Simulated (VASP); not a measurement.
Method: LDA (Ceperley-Alder, Perdew-Zunger), VASP's LDA PAW potentials (set 64) (plane waves; VASP 6.6.1).

A VASP calculation is set up with these files.

KPOINTS:
```
k-points along high-symmetry lines
15
Line-mode
Reciprocal
  0.000000   0.000000   0.000000 ! GAMMA
  0.000000   0.500000   0.000000 ! X

  0.000000   0.500000   0.000000 ! X
  0.500000   0.500000   0.000000 ! M

  0.500000   0.500000   0.000000 ! M
  0.000000   0.000000   0.000000 ! GAMMA

  0.000000   0.000000   0.000000 ! GAMMA
  0.500000   0.500000   0.500000 ! R

  0.500000   0.500000   0.500000 ! R
  0.000000   0.500000   0.000000 ! X

  0.500000   0.500000   0.500000 ! R
  0.500000   0.500000   0.000000 ! M
```

### POSCAR
```
NiAl
1
    2.8329008118    -0.0000000000    -0.0000000000
   -0.0000000000     2.8329008118    -0.0000000000
   -0.0000000000    -0.0000000000     2.8329008118
Al Ni
1 1
Direct
  0.5000000000   0.5000000000   0.5000000000
  0.0000000000   0.0000000000   0.0000000000
```

**INCAR**
```
ALGO = Normal
EDIFF = 1E-7
ENCUT = 400
ICHARG = 11
ISMEAR = 0
LASPH = T
LCHARG = F
LMAXMIX = 4
LORBIT = 11
LREAL = F
LWAVE = F
NELM = 100
PREC = Accurate
SIGMA = 0.05
SYSTEM = NiAl
```

POTCAR, in this order: Al Ni (LDA.64 set). Program: vasp_std. Read from the step before: CHGCAR.

The run wrote:

OSZICAR:
```
       N       E                     dE             d eps       ncg     rms          rms(c)
DAV:   1     0.355165375968E+02    0.35517E+02   -0.49629E+03  1848   0.115E+03
DAV:   2    -0.101295274579E+02   -0.45646E+02   -0.42512E+02  1820   0.194E+02
DAV:   3    -0.110716831496E+02   -0.94216E+00   -0.92381E+00  2340   0.357E+01
DAV:   4    -0.110822081027E+02   -0.10525E-01   -0.10522E-01  2244   0.323E+00
DAV:   5    -0.110824565310E+02   -0.24843E-03   -0.24842E-03  2194   0.457E-01
DAV:   6    -0.110824670745E+02   -0.10543E-04   -0.10543E-04  2398   0.754E-02
DAV:   7    -0.110824673342E+02   -0.25971E-06   -0.26006E-06  2136   0.961E-03
DAV:   8    -0.110824673425E+02   -0.83739E-08   -0.91538E-08  1636   0.153E-03
   1 F= -.11082467E+02 E0= -.11082406E+02  d E =-.122081E-03
```

### OUTCAR
```
 val. band max:       11.3967620855   @ k =   0.4286   0.5000   0.4286

 cond. band min:      11.5247636859   @ k =   0.2500   0.2500   0.0000



 k-point     1 :       0.0000    0.0000    0.0000
  band No.  band energies     occupation
      1      -1.0229      2.00000
      2       6.9392      2.00000
      3       6.9392      2.00000
      4       8.7640      2.00000
      5       8.7640      2.00000
      6       8.7640      2.00000
      7      16.1188      0.00000
      8      16.1188      0.00000
      9      16.1188      0.00000
     10      18.8203      0.00000

 k-point     2 :       0.0000    0.0357    0.0000
  band No.  band energies     occupation
      1      -0.9986      2.00000
      2       6.9383      2.00000
      3       6.9451      2.00000
      4       8.7529      2.00000
      5       8.7529      2.00000
      6       8.7652      2.00000
      7      15.8115      0.00000
      8      16.1511      0.00000
      9      16.1511      0.00000
     10      18.8207      0.00000

 k-point     3 :       0.0000    0.0714    0.0000
  band No.  band energies     occupation
      1      -0.9256      2.00000
      2       6.9345      2.00000
      3       6.9627      2.00000
      4       8.7204      2.00000
      5       8.7204      2.00000
      6       8.7688      2.00000
      7      15.1258      0.00000
      8      16.2473      0.00000
      9      16.2473      0.00000
     10      18.8218      0.00000

 k-point     4 :       0.0000    0.1071    0.0000
  band No.  band energies     occupation
      1      -0.8043      2.00000
      2       6.9230      2.00000
      3       6.9913      2.00000
      4       8.6691      2.00000
      5       8.6691      2.00000
      6       8.7746      2.00000
      7      14.3186      0.00000
      8      16.4049      0.00000
      9      16.4049      0.00000
     10      18.8239      0.00000

 k-point     5 :       0.0000    0.1429    0.0000
  band No.  band energies     occupation
...
```

The density is held fixed in this step, so its total energy and stress have no physical meaning.

The compound is NiAl in the CsCl type structure. It was relaxed first, which changed the volume by -6 %. The run is not spin-polarised, so no magnetic state was tried. The electron count is odd and the run is not spin-polarised, which forces a metal.
